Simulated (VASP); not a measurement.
These are rev-vdW-DF2, VASP's PBE PAW potentials (set 64) (plane waves; VASP) values and carry that method's errors.

The input files of a VASP run:

INCAR:
```
AGGAC = 0.0
ALGO = Normal
EDIFF = 1E-6
EDIFFG = -0.02
ENCUT = 520
GGA = MK
IBRION = 2
ISIF = 3
ISMEAR = 1
ISPIN = 2
LASPH = T
LCHARG = F
LMAXMIX = 4
LORBIT = 10
LREAL = F
LUSE_VDW = T
LWAVE = F
MAGMOM = 2.8 0.6 0.6 0.6
NELM = 100
NSW = 60
PARAM1 = 0.1234568
PARAM2 = 0.7114
PREC = Accurate
SIGMA = 0.1
SYSTEM = Ni3Fe
ZAB_VDW = -1.8867
```

POSCAR:
```
Ni3Fe
1
    3.5147503125     0.0000000000    -0.0000000000
    0.0000000000     3.5147503125     0.0000000000
    0.0000000000     0.0000000000     3.5147503125
Fe Ni
1 3
Direct
  0.0000000000   0.0000000000   0.0000000000
  0.0000000000   0.5000000000   0.5000000000
  0.5000000000   0.0000000000   0.5000000000
  0.5000000000   0.5000000000   0.0000000000
```

KPOINTS:
```
Automatic mesh
0
gamma
 8 8 8
0 0 0
```

POTCAR, in this order: Fe Ni (PBE.64 set). Program: vasp_std.

The resulting files:

File OUTCAR:
```
 ion  position               nearest neighbor table
   1  0.000  0.000  0.000-   2 2.49   3 2.49   4 2.49   2 2.49   3 2.49   2 2.49   4 2.49   2 2.49
                             3 2.49   4 2.49   3 2.49   4 2.49
   2  0.000  0.500  0.500-   1 2.49   3 2.49   4 2.49   1 2.49   4 2.49   1 2.49   3 2.49   1 2.49
                             3 2.49   4 2.49   4 2.49   3 2.49
   3  0.500  0.000  0.500-   1 2.49   2 2.49   4 2.49   1 2.49   4 2.49   2 2.49   4 2.49   4 2.49
                             1 2.49   2 2.49   1 2.49   2 2.49
   4  0.500  0.500  0.000-   1 2.49   2 2.49   3 2.49   2 2.49   3 2.49   1 2.49   3 2.49   3 2.49
                             1 2.49   2 2.49   2 2.49   1 2.49
  LATTYP: Found a simple cubic cell.
 ALAT       =     3.5147503125
 Subroutine PRICEL returns:
 Original cell was already a primitive cell.
 Subroutine GETGRP returns: Found 48 space group operations
The static configuration has the point symmetry O_h .
The dynamic configuration has the point symmetry O_h .
The overall configuration has the point symmetry O_h .
 Subroutine INISYM returns: Found 48 space group operations
 Subroutine IBZKPT returns following result:
 Found     35 irreducible k-points:

 Following reciprocal coordinates:
            Coordinates               Weight
  0.000000  0.000000  0.000000      1.000000
  0.125000  0.000000  0.000000      6.000000
  0.250000  0.000000  0.000000      6.000000
  0.375000  0.000000  0.000000      6.000000
  0.500000  0.000000  0.000000      3.000000
  0.125000  0.125000  0.000000     12.000000
  0.250000  0.125000  0.000000     24.000000
  0.375000  0.125000  0.000000     24.000000
  0.500000  0.125000  0.000000     12.000000
  0.250000  0.250000  0.000000     12.000000
  0.375000  0.250000  0.000000     24.000000
  0.500000  0.250000  0.000000     12.000000
  0.375000  0.375000  0.000000     12.000000
  0.500000  0.375000  0.000000     12.000000
  0.500000  0.500000  0.000000      3.000000
  0.125000  0.125000  0.125000      8.000000
  0.250000  0.125000  0.125000     24.000000
  0.375000  0.125000  0.125000     24.000000
  0.500000  0.125000  0.125000     12.000000
  0.250000  0.250000  0.125000     24.000000
  0.375000  0.250000  0.125000     48.000000
  0.500000  0.250000  0.125000     24.000000
  0.375000  0.375000  0.125000     24.000000
  0.500000  0.375000  0.125000     24.000000
  0.500000  0.500000  0.125000      6.000000
  0.250000  0.250000  0.250000      8.000000
  0.375000  0.250000  0.250000     24.000000
  0.500000  0.250000  0.250000     12.000000
  0.375000  0.375000  0.250000     24.000000
  0.500000  0.375000  0.250000     24.000000
  0.500000  0.500000  0.250000      6.000000
  0.375000  0.375000  0.375000      8.000000
  0.500000  0.375000  0.375000     12.000000
  0.500000  0.500000  0.375000      6.000000
  0.500000  0.500000  0.500000      1.000000
   k-points           NKPTS =     35   k-points in BZ     NKDIM =     35   number of bands    NBANDS=     25
   number of dos      NEDOS =    301   number of ions     NIONS =      4
   total plane-waves  NPLWV =  21952
   dimension x,y,z NGX =    28 NGY =   28 NGZ =   28
   dimension x,y,z NGXF=    56 NGYF=   56 NGZF=   56
   ions per type =               1   3
   PREC   = accura    normal or accurate (medium, high low for compatibility)
   ISTART =      0    job   : 0-new  1-cont  2-samecut
   ICHARG =      2    charge: 1-file 2-atom 10-const
   ISPIN  =      2    spin polarized calculation?
   LNONCOLLINEAR =      F non collinear calculations
   LSORBIT =      F    spin-orbit coupling
   INIWAV =      1    electr: 0-lowe 1-rand  2-diag
   ENCUT  =  520.0 eV  38.22 Ry    6.18 a.u.   6.54  6.54  6.54*2*pi/ulx,y,z
   NELM   =    100;   NELMIN=  2; NELMDL= -5     # of ELM steps
   EDIFF  = 0.1E-05   stopping-criterion for ELM
   LREAL  =      F    real-space projection
...
```

**OSZICAR**
```
       N       E                     dE             d eps       ncg     rms          rms(c)
DAV:   1     0.255509177677E+03    0.25551E+03   -0.17456E+04  3548   0.214E+03
DAV:   2    -0.506717294574E+01   -0.26058E+03   -0.25235E+03  3524   0.378E+02
DAV:   3    -0.198350214028E+02   -0.14768E+02   -0.13988E+02  3609   0.123E+02
DAV:   4    -0.200681432311E+02   -0.23312E+00   -0.23224E+00  3797   0.160E+01
DAV:   5    -0.200741966031E+02   -0.60534E-02   -0.60510E-02  4880   0.209E+00    0.209E+01
DAV:   6    -0.175115460459E+02    0.25627E+01   -0.41381E+01  3658   0.101E+02    0.214E+01
DAV:   7    -0.207518142786E+02   -0.32403E+01   -0.25770E+01  4246   0.129E+02    0.273E+01
DAV:   8    -0.157962190717E+02    0.49556E+01   -0.17519E+01  4326   0.580E+01    0.634E+00
DAV:   9    -0.159568801163E+02   -0.16066E+00   -0.72175E-01  3963   0.111E+01    0.343E+00
DAV:  10    -0.159223750727E+02    0.34505E-01   -0.14378E-01  4981   0.895E+00    0.153E+00
DAV:  11    -0.159201154003E+02    0.22597E-02   -0.43317E-02  5253   0.278E+00    0.121E+00
DAV:  12    -0.159221562786E+02   -0.20409E-02   -0.74668E-03  4033   0.225E+00    0.351E-01
DAV:  13    -0.159222953878E+02   -0.13911E-03   -0.24833E-03  5097   0.801E-01    0.801E-02
DAV:  14    -0.159223705456E+02   -0.75158E-04   -0.27541E-04  4569   0.187E-01    0.123E-01
DAV:  15    -0.159223501015E+02    0.20444E-04   -0.10132E-04  4194   0.282E-01    0.232E-02
DAV:  16    -0.159223553271E+02   -0.52256E-05   -0.15452E-05  3841   0.529E-02    0.320E-02
DAV:  17    -0.159223535766E+02    0.17505E-05   -0.44135E-06  2941   0.585E-02    0.685E-03
DAV:  18    -0.159223532948E+02    0.28187E-06   -0.10854E-06  2004   0.159E-02
   1 F= -.15922353E+02 E0= -.15922270E+02  d E =-.159224E+02  mag=     4.6287
```

### OUTCAR
```
------------------------ aborting loop because EDIFF is reached ----------------------------------------
  FORCE on cell =-STRESS in cart. coord.  units (eV):
  Direction    XX          YY          ZZ          XY          YZ          ZX
  --------------------------------------------------------------------------------------
  Total        0.0018742      0.0018742      0.0018742      0.0000000      0.0000000      0.0000000
  in kB        0.0691572      0.0691572      0.0691572      0.0000000      0.0000000      0.0000000
  external PRESSURE =       0.0691572 kB  Pullay stress =       0.0000000 kB
  volume of cell :       43.42
      direct lattice vectors                 reciprocal lattice vectors
     3.514750312  0.000000000  0.000000000     0.284515232  0.000000000  0.000000000
     0.000000000  3.514750312  0.000000000     0.000000000  0.284515232  0.000000000
     0.000000000  0.000000000  3.514750312     0.000000000  0.000000000  0.284515232
 POSITION                                       TOTAL-FORCE (eV/Angst)
 -----------------------------------------------------------------------------------
      0.00000      0.00000      0.00000         0.000000      0.000000      0.000000
      0.00000      1.75738      1.75738         0.000000      0.000000      0.000000
      1.75738      0.00000      1.75738         0.000000      0.000000      0.000000
      1.75738      1.75738      0.00000         0.000000      0.000000      0.000000
 -----------------------------------------------------------------------------------
    total drift:                                0.000000      0.000000      0.000000
  FREE ENERGIE OF THE ION-ELECTRON SYSTEM (eV)
  ---------------------------------------------------
  free  energy   TOTEN  =       -15.9223532948 eV

  energy  without entropy=      -15.9221038226  energy(sigma->0) =      -15.92227014

 total charge

# of ion       s       p       d       tot
------------------------------------------
    1        0.483   0.516   6.156   7.155
    2        0.516   0.528   8.354   9.398
    3        0.516   0.528   8.354   9.398
    4        0.516   0.528   8.354   9.398
--------------------------------------------------
tot          2.030   2.101  31.218  35.349

 magnetization (x)

# of ion       s       p       d       tot
------------------------------------------
    1        0.008   0.000   2.820   2.829
    2       -0.015  -0.041   0.656   0.600
    3       -0.015  -0.041   0.656   0.600
    4       -0.015  -0.041   0.656   0.600
--------------------------------------------------
tot         -0.038  -0.123   4.789   4.628

 reached required accuracy - stopping structural energy minimisation
```
(Selected blocks of OUTCAR.)

The compound is Ni3Fe in the L1_2 structure. It was relaxed first. The start is the result of an earlier pass.
